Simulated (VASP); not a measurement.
The input files of a VASP run:

**POSCAR**
```
NaI
6.59940
  0.0000000000   0.5000000000   0.5000000000
  0.5000000000   0.0000000000   0.5000000000
  0.5000000000   0.5000000000   0.0000000000
Na I
1 1
Cart
  0.0000000000   0.0000000000   0.0000000000
  0.5000000000   0.5000000000   0.5000000000
```

INCAR:
```
! general
SYSTEM   =  NaI
PREC     =  Accurate
ENCUT    =  400
LREAL    =  .False.
LASPH    =  .True.

! electronic loop
EDIFF    =  1E-6
NELM     =  100
ALGO     =  Normal
LMAXMIX  =  4

! smearing
ISMEAR   =  0
SIGMA    =  0.05

! functional
GGA      =  PE

! ions
ISIF     =  2

! output
LWAVE    =  .False.
LCHARG   =  .False.
```

**KPOINTS**
```
Automatic mesh
0
Gamma
5 5 5
0 0 0
```

POTCAR, in this order: Na_pv I (PBE.64 set). Program: vasp_std.

**Question.** Translate this PBE calculation to Quantum ESPRESSO's pw.x.

**Answer.** One equivalent input (not run):
```
&CONTROL
  calculation = 'scf'
  pseudo_dir = './pseudo'
  outdir = './out'
  tprnfor = .true.
  tstress = .true.
/
&SYSTEM
  ibrav = 0
  nat = 2
  ntyp = 2
  ecutwfc = 88
  occupations = 'smearing'
  smearing = 'gaussian'
  degauss = 0.003675
  input_dft = 'pbe'
/
&ELECTRONS
  conv_thr = 7.3e-08
  electron_maxstep = 100
/
ATOMIC_SPECIES
  Na 22.990 Na.upf
  I 126.904 I.upf
CELL_PARAMETERS angstrom
     0.0000000    3.2997000    3.2997000
     3.2997000    0.0000000    3.2997000
     3.2997000    3.2997000    0.0000000
ATOMIC_POSITIONS crystal
  Na   0.0000000  0.0000000  0.0000000
  I    0.5000000  0.5000000  0.5000000
K_POINTS automatic
  5 5 5 0 0 0
```
What does not carry over: the potentials are each code's own (VASP's PAW set, PseudoDojo norm-conserving files in pw.x), so ENCUT and ecutwfc are chosen apart and not converted; conv_thr bounds pw.x's estimated SCF error, while EDIFF bounds the energy change between steps.

The compound is NaI in the rock salt structure. The cell was not relaxed at this level.
